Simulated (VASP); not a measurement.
An input for Ansatz (written as the equivalent of a VASP run, and not itself run):

Ansatz 0.2 input:
```yaml
crystal:
  lattice:
    - [0.0000000, 2.7342696, 2.7342696]
    - [2.7342696, 0.0000000, 2.7342696]
    - [2.7342696, 2.7342696, 0.0000000]
  atoms:
    - { symbol: Si, position: [0.5000000, 0.5000000, 0.5000000] }
    - { symbol: Si, position: [0.7500000, 0.7500000, 0.7500000] }
kpoints:
  mp_grid: { grid: [8, 8, 8] }
hamiltonian:
  xc: pbe
  pseudopotentials: { kind: paw }
scf:
  occupations: { method: gaussian, width: 0.05 }
  max_iter: 100
relax:
  max_steps: 60
  f_tol: 0.01
  cell: {}
output: { forces: true, stress: true, eigenvalues: true }
```

Q: Translate this input to VASP (INCAR, KPOINTS, POSCAR, choice of POTCAR).

A: Several could match; the one computed here: 
**POSCAR**
```
Si
1
    0.0000000000     2.7342695896     2.7342695896
    2.7342695896    -0.0000000000     2.7342695896
    2.7342695896     2.7342695896     0.0000000000
Si
2
Direct
  0.5000000000   0.5000000000   0.5000000000
  0.7500000000   0.7500000000   0.7500000000
```

### KPOINTS
```
Automatic
0
Gamma
8 8 8
0 0 0
```

**INCAR**
```
# general
SYSTEM  =  Si
PREC    =  Accurate
ENCUT   =  480
LREAL   =  .FALSE.   # projection in real space or not
LASPH   =  .TRUE.   # aspherical one-centre terms

# electronic loop
EDIFF   =  1E-6
NELM    =  100   # most electronic steps
ALGO    =  Normal   # blocked Davidson

# smearing
ISMEAR  =  0   # Gaussian
SIGMA   =  0.05

# functional
GGA     =  PE   # PBE

# ions
IBRION  =  2   # conjugate gradients
NSW     =  60
ISIF    =  3   # ions, shape and volume
EDIFFG  =  -0.01   # ionic stop

# output
LWAVE   =  .FALSE.
LCHARG  =  .FALSE.
```

POTCAR, in this order: Si (PBE.64 set). Program: vasp_std.

The two are equivalent in intent, not identical: each code has its own PAW files, so the cut-off isn't converted (ENCUT is set for VASP's; basis.ecutwfc is left out, and Ansatz then takes the one that its files recommend); Ansatz stops its SCF on the density residual and VASP on the energy change (EDIFF).

The compound is Si in the diamond structure. It was relaxed first. The start is the result of an earlier pass.
